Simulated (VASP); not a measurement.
Data:

```
Fe
1.0
   -1.39309     1.39309     1.39309
    1.39309    -1.39309     1.39309
    1.39309     1.39309    -1.39309
Fe
1
Direct
  0.00000   0.00000   0.00000
```
Starting moments (μB, in the order of the record's atoms Fe): 2.6.

Computed with SCAN meta-GGA, VASP's PBE PAW potentials (set 64) (plane waves; VASP 6.6.1). Numerical set-up: 520 eV cut-off, 18×18×18 Γ-centred mesh, first-order Methfessel-Paxton smearing of 0.10 eV, potentials Fe.

Task: Give the stress tensor in GPa (positive for a compressed cell).

Result: 
```
9.13  0.00  0.00
0.00  9.13  0.00
0.00  0.00  9.13
```
The pressure is its mean diagonal, 9.13 GPa.

The compound is Fe in the bcc structure. This cell is one point of a volume scan, at 0.94 of the reference volume.
